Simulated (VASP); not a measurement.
Output of a VASP run:

OUTCAR:
```
 ion  position               nearest neighbor table
   1  0.000  0.000  0.000-   4 2.21   4 2.21   4 2.21   3 2.21   3 2.21   3 2.21   2 3.12   2 3.12
                             2 3.12   2 3.12   2 3.12   2 3.12
   2  0.500  0.500  0.500-   3 2.21   3 2.21   3 2.21   4 2.21   4 2.21   4 2.21   1 3.12   1 3.12
                             1 3.12   1 3.12   1 3.12   1 3.12
   3  0.250  0.250  0.250-   1 2.21   1 2.21   1 2.21   2 2.21   2 2.21   2 2.21
   4  0.750  0.750  0.750-   2 2.21   2 2.21   2 2.21   1 2.21   1 2.21   1 2.21
  LATTYP: Found a trigonal (rhomboedric) cell.
 ALAT       =     5.4092081990
 COS(alpha) =     0.8333333333
 Subroutine PRICEL returns following result:
  LATTYP: Found a face centered cubic cell.
 ALAT       =     4.4166000000
 Subroutine GETGRP returns: Found 12 space group operations
The static configuration has the point symmetry D_3d.
The dynamic configuration has the point symmetry D_3d.
The overall configuration has the point symmetry D_3d.
 Subroutine INISYM returns: Found 12 space group operations
 Subroutine IBZKPT returns following result:
 Found     65 irreducible k-points:

 Following reciprocal coordinates:
            Coordinates               Weight
  0.000000  0.000000  0.000000      1.000000
  0.125000 -0.000000 -0.000000      6.000000
  0.250000 -0.000000 -0.000000      6.000000
  0.375000  0.000000  0.000000      6.000000
  0.500000 -0.000000 -0.000000      3.000000
  0.125000  0.125000  0.000000      6.000000
  0.250000  0.125000 -0.000000     12.000000
  0.375000  0.125000  0.000000     12.000000
  0.500000  0.125000 -0.000000     12.000000
 -0.375000  0.125000 -0.000000     12.000000
 -0.250000  0.125000  0.000000     12.000000
 -0.125000  0.125000  0.000000      6.000000
  0.250000  0.250000  0.000000      6.000000
  0.375000  0.250000 -0.000000     12.000000
  0.500000  0.250000 -0.000000     12.000000
 -0.375000  0.250000  0.000000     12.000000
 -0.250000  0.250000  0.000000      6.000000
  0.375000  0.375000  0.000000      6.000000
  0.500000  0.375000  0.000000     12.000000
 -0.375000  0.375000  0.000000      6.000000
  0.500000  0.500000  0.000000      3.000000
  0.125000  0.125000  0.125000      2.000000
  0.250000  0.125000  0.125000      6.000000
  0.375000  0.125000  0.125000      6.000000
  0.500000  0.125000  0.125000      6.000000
 -0.375000  0.125000  0.125000      6.000000
 -0.250000  0.125000  0.125000      6.000000
 -0.125000  0.125000  0.125000      6.000000
  0.250000  0.250000  0.125000      6.000000
  0.375000  0.250000  0.125000     12.000000
  0.500000  0.250000  0.125000     12.000000
 -0.375000  0.250000  0.125000     12.000000
 -0.250000  0.250000  0.125000     12.000000
 -0.125000  0.250000  0.125000     12.000000
  0.375000  0.375000  0.125000      6.000000
  0.500000  0.375000  0.125000     12.000000
 -0.375000  0.375000  0.125000     12.000000
 -0.250000  0.375000  0.125000     12.000000
 -0.125000  0.375000  0.125000     12.000000
  0.500000  0.500000  0.125000      6.000000
   k-points           NKPTS =     65   k-points in BZ     NKDIM =     65   number of bands    NBANDS=     18
   number of dos      NEDOS =    301   number of ions     NIONS =      4
   total plane-waves  NPLWV =  64000
   dimension x,y,z NGX =    40 NGY =   40 NGZ =   40
   dimension x,y,z NGXF=    80 NGYF=   80 NGZF=   80
   ions per type =               2   2
   PREC   = accura    normal or accurate (medium, high low for compatibility)
   ISTART =      0    job   : 0-new  1-cont  2-samecut
   ICHARG =      2    charge: 1-file 2-atom 10-const
   ISPIN  =      2    spin polarized calculation?
   LNONCOLLINEAR =      F non collinear calculations
   LSORBIT =      F    spin-orbit coupling
   INIWAV =      1    electr: 0-lowe 1-rand  2-diag
   ENCUT  =  520.0 eV  38.22 Ry    6.18 a.u.  10.06 10.06 10.06*2*pi/ulx,y,z
   NELM   =    100;   NELMIN=  2; NELMDL= -5     # of ELM steps
   EDIFF  = 0.1E-05   stopping-criterion for ELM
   LREAL  =      F    real-space projection
...
```

File OSZICAR:
```
       N       E                     dE             d eps       ncg     rms          rms(c)
DAV:   1     0.261129869646E+03    0.26113E+03   -0.13969E+04  4720   0.186E+03
DAV:   2     0.158218693540E+02   -0.24531E+03   -0.23835E+03  4700   0.395E+02
DAV:   3    -0.294555673988E+02   -0.45277E+02   -0.43729E+02  7208   0.176E+02
DAV:   4    -0.313513693623E+02   -0.18958E+01   -0.18604E+01  6298   0.388E+01
DAV:   5    -0.313990061331E+02   -0.47637E-01   -0.47150E-01  6776   0.524E+00    0.225E+01
DAV:   6    -0.262490751939E+02    0.51499E+01   -0.85407E+01  8172   0.130E+02    0.298E+01
DAV:   7    -0.257026322133E+02    0.54644E+00   -0.77807E+00  6470   0.554E+01    0.141E+01
DAV:   8    -0.258193552509E+02   -0.11672E+00   -0.21946E+00  7678   0.170E+01    0.879E+00
DAV:   9    -0.258751014640E+02   -0.55746E-01   -0.44392E-01  7380   0.725E+00    0.107E+00
DAV:  10    -0.259141478997E+02   -0.39046E-01   -0.99872E-02  7886   0.668E+00    0.491E-01
DAV:  11    -0.259265581547E+02   -0.12410E-01   -0.17406E-02  7312   0.208E+00    0.298E-01
DAV:  12    -0.259301245966E+02   -0.35664E-02   -0.49230E-03  7328   0.131E+00    0.154E-01
DAV:  13    -0.259314443593E+02   -0.13198E-02   -0.35225E-03  6858   0.565E-01    0.711E-02
DAV:  14    -0.259314690824E+02   -0.24723E-04   -0.14876E-04  5952   0.182E-01    0.363E-02
DAV:  15    -0.259314868556E+02   -0.17773E-04   -0.34582E-05  6832   0.656E-02    0.179E-02
DAV:  16    -0.259314980849E+02   -0.11229E-04   -0.13623E-05  6956   0.406E-02    0.614E-03
DAV:  17    -0.259314984376E+02   -0.35269E-06   -0.12600E-06  3274   0.196E-02
   1 F= -.25931498E+02 E0= -.25928979E+02  d E =-.503941E-02  mag=    -0.0000
```

File OUTCAR:
```
------------------------ aborting loop because EDIFF is reached ----------------------------------------
  FORCE on cell =-STRESS in cart. coord.  units (eV):
  Direction    XX          YY          ZZ          XY          YZ          ZX
  --------------------------------------------------------------------------------------
  Total       -2.3140140     -2.3140140     -2.3140140      0.3859131      0.3859131      0.3859131
  in kB      -86.0681261    -86.0681261    -86.0681261     14.3537669     14.3537669     14.3537669
  external PRESSURE =     -86.0681261 kB  Pullay stress =       0.0000000 kB
  volume of cell :       43.08
      direct lattice vectors                 reciprocal lattice vectors
     4.416600000  2.208300000  2.208300000     0.339627768 -0.113209256 -0.113209256
     2.208300000  4.416600000  2.208300000    -0.113209256  0.339627768 -0.113209256
     2.208300000  2.208300000  4.416600000    -0.113209256 -0.113209256  0.339627768
 POSITION                                       TOTAL-FORCE (eV/Angst)
 -----------------------------------------------------------------------------------
      0.00000      0.00000      0.00000        -0.000000      0.000000     -0.000000
      4.41660      4.41660      4.41660        -0.000000      0.000000      0.000000
      2.20830      2.20830      2.20830         0.000000     -0.000000     -0.000000
      6.62490      6.62490      6.62490        -0.000000     -0.000000      0.000000
 -----------------------------------------------------------------------------------
    total drift:                                0.000000     -0.000000     -0.000000
  FREE ENERGIE OF THE ION-ELECTRON SYSTEM (eV)
  ---------------------------------------------------
  free  energy   TOTEN  =       -25.9314984376 eV

  energy  without entropy=      -25.9264590326  energy(sigma->0) =      -25.92897874

 total charge

# of ion       s       p       d       tot
------------------------------------------
    1        0.272   0.317   6.067   6.656
    2        0.272   0.317   6.067   6.656
    3        1.555   3.418   0.000   4.974
    4        1.555   3.418   0.000   4.974
--------------------------------------------------
tot          3.655   7.471  12.134  23.260

 magnetization (x)

# of ion       s       p       d       tot
------------------------------------------
    1        0.011   0.010   3.703   3.724
    2       -0.011  -0.010  -3.703  -3.724
    3        0.000   0.000   0.000   0.000
    4        0.000   0.000   0.000   0.000
--------------------------------------------------
tot          0.000   0.000  -0.000  -0.000
```
(Selected blocks of OUTCAR.)

POSCAR:
```
FeO
1
    4.4166000000     2.2083000000     2.2083000000
    2.2083000000     4.4166000000     2.2083000000
    2.2083000000     2.2083000000     4.4166000000
Fe O
2 2
Direct
  0.0000000000   0.0000000000   0.0000000000
  0.5000000000   0.5000000000   0.5000000000
  0.2500000000   0.2500000000   0.2500000000
  0.7500000000   0.7500000000   0.7500000000
```

### Question
Write an INCAR and KPOINTS that could have produced this output.

### Answer
One answer among several that fit: the input of the run itself, PBE GGA + U (Dudarev), plane waves, VASP's PBE PAW potentials (set 64).

INCAR:
```
SYSTEM = FeO
PREC = Accurate
ENCUT = 520
EDIFF = 1E-6
NELM = 100
ALGO = Normal
LREAL = .FALSE.
LASPH = .TRUE.
ISMEAR = 0
SIGMA = 0.05
GGA = PE
LMAXMIX = 4
ISPIN = 2
MAGMOM = 4.0 -4.0 0.0 0.0
LORBIT = 10
LWAVE = .FALSE.
LCHARG = .FALSE.
ISIF = 2
LDAU = .TRUE.
LDAUTYPE = 2
LDAUL = 2 -1
LDAUU = 4.0 0
LDAUJ = 0 0
LDAUPRINT = 1
```

**KPOINTS**
```
Regular mesh
0
Gamma
  8 8 8
0 0 0
```

POTCAR, in this order: Fe O (PBE.64 set). Program: vasp_std.

The compound is FeO in the rock salt, AFM-II order structure. The cell was not relaxed at this level. The run is one of a series of settings (LDAU = .TRUE., LDAUJ = 0 0, LDAUL = 2 -1, LDAUTYPE = 2, LDAUU = 4.0 0 against the base run), some of them coarse on purpose. A gapless solution with U can be a metastable orbital state.
